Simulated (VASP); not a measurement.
Consider the following.

```
CELL_PARAMETERS angstrom
      0.00000     2.16577     2.16577
      2.16577     0.00000     2.16577
      2.16577     2.16577     0.00000
ATOMIC_POSITIONS crystal
  Si 0.25000 0.25000 0.25000
  C  0.00000 0.00000 0.00000
```

These are LDA (Ceperley-Alder, Perdew-Zunger), VASP's LDA PAW potentials (set 64) (plane waves; VASP) values and carry that method's errors. Numerical set-up: 520 eV cut-off, 10×10×10 Γ-centred mesh, Gaussian smearing of 0.010 eV, potentials Si C.

Question: Give the electronic dielectric tensor ε∞ (DFPT, local fields included).

Answer: 
```
6.98  0.00  0.00
0.00  6.98  0.00
0.00  0.00  6.98
```

Question: Give the Born effective charges.

Answer: 
| atom | Z*xx | Z*yy | Z*zz | mean |
|---|---|---|---|---|
| Si1 | 2.71 | 2.71 | 2.71 | 2.71 |
| C2 | -2.71 | -2.71 | -2.71 | -2.71 |

The structure comes from a computed database's SiC entry (F-43m); how it stands against other phases isn't given here. It was relaxed first.
